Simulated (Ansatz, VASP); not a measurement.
# SbTe4Pt3: VASP beside Ansatz

The input INCAR:

```
PREC = Accurate ; ENCUT = 520
EDIFF = 1E-7 ; ISMEAR = -1
SIGMA = 0.1 ; LREAL = False
LASPH = True ; NELM = 100
ALGO = Normal ; ISIF = 2
LWAVE = False ; LCHARG = True
GGA = PE ; LELF = True
LVHAR = True ; NBANDS = 40
```

The input KPOINTS:

```
regular mesh
0
Gamma
  4 4 4
```

POSCAR

```
SbTe4Pt3
1.0
    0.0000000000      6.0504790000      0.0000000000
    6.0504790000      0.0000000000      0.0000000000
    3.0252400000      3.0252400000     -6.0281410000
Pt Sb Te
3 1 4
Direct
    0.5000000000      0.5000000000      0.0000000000
    0.7500000000      0.2500000000      0.5000000000
    0.2500000000      0.7500000000      0.5000000000
    0.0000000000      0.0000000000      0.0000000000
    0.6108100000      0.6108100000      0.2625800000
    0.3891900000      0.8733900000      0.7374200000
    0.1266100000      0.1266100000      0.2625800000
    0.8733900000      0.3891900000      0.7374200000
```

Input for Ansatz:

```yaml
crystal:
  lattice:
    - [0.0, 6.050479, 0.0]
    - [6.050479, 0.0, 0.0]
    - [3.02524, 3.02524, -6.028141]
  atoms:
    - { symbol: Pt, position: [0.5, 0.5, 0.0] }
    - { symbol: Sb, position: [0.0, 0.0, 0.0] }
    - { symbol: Te, position: [0.61081, 0.61081, 0.26258] }
    - { symbol: Te, position: [0.38919, 0.87339, 0.73742] }
    - { symbol: Te, position: [0.12661, 0.12661, 0.26258] }
    - { symbol: Te, position: [0.87339, 0.38919, 0.73742] }
    - { symbol: Pt, position: [0.75, 0.25, 0.5] }
    - { symbol: Pt, position: [0.25, 0.75, 0.5] }
  symmetry: { tolerance: 0.0003 }
kpoints:
  mp_grid: { grid: [4, 4, 4], shift: [0, 0, 0] }
magnetization:
  spin_polarized: false
scf:
  occupations: { method: fermi_dirac }
hamiltonian:
  pseudopotentials: { kind: paw }
  xc: pbe
basis:
  ecutwfc: 420
output:
  forces: true
  stress: true
  eigenvalues: true
```

The cell was built by a generator and needn't be a form met in nature.

Alike in both runs: task single point; functional PBE; k mesh 4 × 4 × 4; no spin polarisation.

|  | VASP | Ansatz |
| --- | --- | --- |
| version | VASP 6.6.1 | Ansatz 0.2.0 |
| potentials or method | VASP PAW PBE potentials, release 64 (Pt, Sb, Te) | PAW plane waves |
| plane-wave cutoff (eV) | 520 | 420 |
| occupations | fermi-dirac, width 0.1 eV | fermi-dirac |
| valence electrons in the cell | 59 | 133 |

VASP gave:

| Item | Value |
| --- | --- |
| gap on the k mesh at the Fermi level (eV) | none |
| pressure (GPa) | 6.8 |
| largest component of the traceless stress (GPa) | 0.22 |
| rms of the force components (eV/Å) | 0.558 |

Problem. What did Ansatz give for the same quantities?

Solution. gap on the k mesh at the Fermi level (eV): none; pressure (GPa): 6.9; largest component of the traceless stress (GPa): 0.21; rms of the force components (eV/Å): 0.542.

A gap of «none» marks a metal or a gap that the smearing closes. The two sets of potentials don't hold the same shells in valence.

Caveats: forces of over 1 eV/Å show positions far from the minimum, so gaps and moduli don't describe the material at rest. Spin-orbit coupling is left out, which matters for the levels of Pt, Sb, Te.
